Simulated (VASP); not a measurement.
VASP ran on this input.

**KPOINTS**
```
K-points
0
Gamma
  10 10 10
```

INCAR:
```
# general
SYSTEM  = RhAl
PREC    = Accurate
ENCUT   = 400
LREAL   = .FALSE.
LASPH   = .TRUE.

# electronic loop
EDIFF   = 1E-6
NELM    = 100
ALGO    = Normal
LMAXMIX = 4

# smearing
ISMEAR  = 1
SIGMA   = 0.1

# functional
GGA     = PE

# ions
IBRION  = 2
NSW     = 60
ISIF    = 3
EDIFFG  = -0.01

# output
LWAVE   = .FALSE.
LCHARG  = .FALSE.
```

### POSCAR
```
RhAl
1.0
  0.0000000000   2.8404000000   2.8404000000
  2.8404000000   0.0000000000   2.8404000000
  2.8404000000   2.8404000000   0.0000000000
Rh Al
1 1
Cart
  0.0000000000   0.0000000000   0.0000000000
  2.8404000000   2.8404000000   2.8404000000
```

POTCAR, in this order: Rh_pv Al (PBE.64 set). Program: vasp_std.

**Question.** Translate this PBE calculation to Ansatz.

**Answer.** One equivalent input (not run):
Ansatz 0.2 input:
```yaml
crystal:
  lattice:
    - [0.0000000, 2.8404000, 2.8404000]
    - [2.8404000, 0.0000000, 2.8404000]
    - [2.8404000, 2.8404000, 0.0000000]
  atoms:
    - { symbol: Rh, position: [0.0000000, 0.0000000, 0.0000000] }
    - { symbol: Al, position: [0.5000000, 0.5000000, 0.5000000] }
kpoints:
  mp_grid: { grid: [10, 10, 10] }
hamiltonian:
  xc: pbe
  pseudopotentials: { kind: paw }
scf:
  occupations: { method: methfessel_paxton, width: 0.1 }
  max_iter: 100
relax:
  max_steps: 60
  f_tol: 0.01
  cell: {}
output: { forces: true, stress: true, eigenvalues: true }
```
What does not carry over: each code has its own PAW files, so the cut-off isn't converted (ENCUT is set for VASP's; basis.ecutwfc is left out, and Ansatz then takes the one that its files recommend); Ansatz stops its SCF on the density residual and VASP on the energy change (EDIFF).

The structure was generated: RhAl was put into the rock salt type (Fm-3m), which need not be its known phase. This run relaxes it. Symmetry was kept, so distortions that lower it aren't found.
